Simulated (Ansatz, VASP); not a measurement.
# Ge (Germanium) in two plane-wave programs

Aim: how closely do two programs agree when they are given the same cell, functional and k mesh? The cell is taken from a series of runs on this material, whose earlier steps may have relaxed, scaled, displaced or heated it; both programs get it as it stands.

Calculated with Ansatz 0.2.0; plane waves, with VASP 6.6.1 beside it; zone-centre phonons at PBEsol.

## (1) The structure

Symmetry: I4_1/amd, No. 141, tetragonal system. The conventional cell has a = 3.992 Å, b = 3.992 Å, c = 5.789 Å, α = 90.00°, β = 90.00°, γ = 90.00°. Ge has 4 Ge at 2.47 Å nearest.

As a file:

```cif
data_structure
_symmetry_space_group_name_H-M 'I4_1/amd:1'
_symmetry_Int_Tables_number 141
_cell_length_a 3.9923
_cell_length_b 3.9923
_cell_length_c 5.7891
_cell_angle_alpha 90.000
_cell_angle_beta 90.000
_cell_angle_gamma 90.000
_cell_volume 92.27
loop_
_atom_site_label
_atom_site_type_symbol
_atom_site_symmetry_multiplicity
_atom_site_Wyckoff_symbol
_atom_site_fract_x
_atom_site_fract_y
_atom_site_fract_z
_atom_site_occupancy
Ge1 Ge 4 b 0.00000 0.00000 0.50000 1
```

## (2) Ansatz: zone-centre phonons, PBEsol

Ansatz runs on its PAW soft_1 files.

Second derivatives magnify differences that forces hide, and they need a tight electronic threshold.

input.yaml reads:

```yaml
crystal:
  lattice:
    - [0.0, 2.822970181, 2.8945276421]
    - [2.822970181, 0.0, 2.8945276421]
    - [2.822970181, 2.822970181, 0.0]
  atoms:
    - { symbol: Ge, position: [0.4999614051, 0.4999614051, 0.4999851621] }
    - { symbol: Ge, position: [0.7500385949, 0.7500385949, 0.7500148379] }
kpoints:
  mp_grid: { grid: [12, 12, 12], shift: [0.5, 0.5, 0.5] }
hamiltonian:
  xc: pbesol
  pseudopotentials: { kind: paw, azcp: { folder: soft_1 }, xc_functional: pbe }
scf:
  occupations: { method: gaussian, width: 0.015 }
output:
  eigenvalues: true
phonons:
  method: dfpt
```

On the command line:

```
> ansatz run input.yaml --threads 4 --pin off --max-ram 10240MiB --backend cpu --events-out ev --progress --plain --runs-dir out
```

Numbers of over 12 decimals in the logs are rounded to 6 here.

The program printed:

```text
Engine: ansatz 0.2.0, aarch64-unknown-linux-gnu
Pseudopotentials: kind: paw
Pseudopotential: Ge, paw, valence charge 14, recommended cutoff 420 eV (normal), soft_1/Ge.paw.azcp
Functional definition: PBEsol
  exchange = pbesol_x
  correlation = pbesol_c
Crystal: 2 atoms, lattice volume = 46.134 Å³
Basis set: ecut = 420 eV, 909 PW (Γ), exchange–correlation on 64×64×64 points (8 copies of the dense FFT grid, shifted against one another)
Bands: 18, of which v1, the nominal top of the filled ones, is band 14 counted from 1 (13 counted from 0)
Symmetry: 4 space group operations
k-points: 864 of 1728 (irreducible under 1 space group operation, time reversal used)
Non-local potential: Ge, projectors of the file, l = 0: 2, l = 1: 2, l = 2: 3, l = 3: 1
PAW form: soft (Blöchl's): semilocal exchange-correlation on the pseudo side does not see the compensation charge
PAW frozen core: Ge, regenerated for the run's functional, and the local potential with it (the file was generated under x = pbe(κ = 0.804, μ = 0.219515), c = pbe(β = 0.066725))
PAW one-centre angular grid: Ge, 590 points (default); XC on 64 Gauss nodes
Initial density: superposition of atomic densities (chi_scale 0.1, normalization cell)
Initial wavefunctions: pseudopotential atomic-orbital guess
Functional: x = pbesol(κ = 0.804, μ = 0.123457), c = pbesol(β = 0.046)
SCF iter   1: F=—  HF=-8507.070273 eV  |F-HF|=—  |Δ(HF+E_count)|=         —  Δρ=3.44e-2  dr2=4.34e-1  ethr=3.10e-3  ⟨swp⟩=6.0  Hψ=71753  notcnv=0
preconditioner: auto → none  [insulator: Δε(μ)=0.125 eV  Ē_g=23.201 eV  σ=0.015 eV  W_gap=1.00  n_scr=14 (ndim 8)  ℏωp=28.9 eV  f_vac=0.000  D(μ)=0.00/eV (n_scr^D=0)  ε∞_Penn≈2.6]
SCF iter   2: F=—  HF=-8507.008969 eV  |F-HF|=—  |Δ(HF+E_count)|=   6.13e-2  Δρ=1.65e-2  dr2=8.30e-2  ethr=1.55e-3  ⟨swp⟩=2.0  Hψ=25503  notcnv=0
SCF iter   3: F=—  HF=-8507.002234 eV  |F-HF|=—  |Δ(HF+E_count)|=   6.73e-3  Δρ=1.47e-3  dr2=2.60e-4  ethr=2.97e-4  ⟨swp⟩=2.6  Hψ=21468  notcnv=0
SCF iter   4: F=—  HF=-8507.002418 eV  |F-HF|=—  |Δ(HF+E_count)|=   1.84e-4  Δρ=1.28e-4  dr2=5.94e-6  ethr=9.27e-7  ⟨swp⟩=2.0  Hψ=26726  notcnv=0
SCF iter   5: F=—  HF=-8507.002417 eV  |F-HF|=—  |Δ(HF+E_count)|=   6.82e-7  Δρ=1.51e-4  dr2=7.40e-6  ethr=2.12e-8  ⟨swp⟩=2.0  Hψ=27649  notcnv=0
SCF iter   6: F=—  HF=-8507.002405 eV  |F-HF|=—  |Δ(HF+E_count)|=   1.22e-5  Δρ=1.14e-5  dr2=4.24e-8  ethr=2.12e-8  ⟨swp⟩=2.0  Hψ=27648  notcnv=0
SCF iter   7: F=—  HF=-8507.002405 eV  |F-HF|=—  |Δ(HF+E_count)|=   4.35e-7  Δρ=9.36e-7  dr2=2.99e-10  ethr=1.51e-10  ⟨swp⟩=2.0  Hψ=27649  notcnv=0
SCF iter   8: F=-8507.002405 eV  HF=-8507.002405 eV  |F-HF|=3.64e-12  |Δ(HF+E_count)|=  2.04e-10  Δρ=1.28e-7  dr2=6.62e-12  ethr=1.00e-12  ⟨swp⟩=6.0  Hψ=69334  notcnv=0
SCF 1 converged in 8 iterations: F = -8507.002405 eV  dr2 = 6.62e-12
  greatest PAW one-centre occupation: 0.998 electrons in one spin orbital (limit 2), on the Ge atom at site 1 (counted from 0), in its partial waves of l = 2
DFPT response loops at Γ: preconditioner auto → Kerker (q_TF=auto, 2.510 Å⁻¹) (partly filled bands, converged f_vac=0.066); β = 1.00, the filter's whole step (`scf.mixing.beta` (0.50) is not read by the response loops under this deck's `scf.mixing.preconditioner`; to damp them name `kerker` or `kerker_dos`, under which they read `scf.mixing.beta`, and type it under 1.00, their step now; both keys bind the ground state too); Broyden in place of MSR1
SCF converged after 8 iterations
Free energy (F): -8507.002405 eV
Harris-Foulkes:  -8507.002405 eV  (|F-HF|=3.64e-12)
Internal energy: -8507.002403 eV  (E = F + TS)
E sigma→0 (E₀):  -8507.002404 eV
Entropy (-TS):   -0.000003 eV (-0.001 meV/atom)
Fermi energy:    8.205870 eV
--- Per-component energies (eV) ---
  E_band       = -309.670879
  E_kinetic    = 185.335103
  E_local      = -4530.448571  (includes V_loc(G=0)·N_el)
  E_nonlocal   = 438.583103
  E_hartree    = 2154.989116
  E_xc         = -142.012855
  E_vxc        = -130.087810  (∫ρ·V_xc dr)
  E_paw        = -3944.615472  (= ΣΔE_a)
  E_vpaw       = -583.031055  (= ΣTr[D̂ρ^β])
  E_aug_tail   = 0.000031  (compensation charges beyond the density's cutoff)
  E_ewald      = -2670.668734
  E_core_change = 1.835876  (= ΣΔE_core)
  E_smearing   = -0.000003  (= −TS)
  E_closure    = 0.000000  (closes the sum)
  Σ components = -8507.002405   (vs F -8507.002405, Δ=0.00e0)
--- Band table (eV; the first three rows and the last of 864) ---
  k-point 0: bands = [... 10 lower, -4.4647, 7.3347, 8.0521, 8.1846, 8.6697, 10.7074, 10.7082, 10.8362]
  k-point 1: bands = [... 10 lower, -4.3521, 6.2143, 7.5530, 8.1179, 9.2402, 10.8273, 10.8498, 11.5525]
  k-point 2: bands = [... 10 lower, -4.0769, 4.6779, 7.1300, 7.8150, 9.1746, 11.2539, 11.4493, 12.5988]
  k-point 863: bands = [... 10 lower, -2.4225, 0.6399, 6.5316, 6.7386, 8.4801, 11.8141, 11.9384, 15.2271]
--- Phonons (Γ-DFPT): 2 representative perturbations + reference, on 864 of 1728 k-points (Σ response iterations 6) ---
  k mesh reduced under 1 symmetry operation, with k and −k counted as one. Each operation leaves every solved perturbation unchanged. A smaller set is not used because it would not reduce the number of displacements times k-points to solve
  ASR residual: 1.057e-5 → 0.000e0 eV/Å²; symmetrization residual: 1.295e-6 eV/Å²
  ASR residual per site (eV/Å²): 1.06e-5 1.06e-5
  Γ frequencies (cm⁻¹): 0.00 0.00 0.00 284.27 284.94 285.85
  non-analytic LO–TO correction: not included (Born effective charges unavailable; polar crystals: no LO–TO splitting at Γ)
```

(Continued in part 2 of 3.)

[Lines on the potential files, build, host, timing and source positions are cut from VASP's logs without a mark.]

[Logs are printed without paths, hosts, clocks, repeated set-up lines and the standing remarks that a program may print on its own settings, such as how far it seeks lower states.]

[Hosts, paths, dates, database ids (printed as entryN), source tags and the programs' standing remarks are cut or masked in the printed files.]
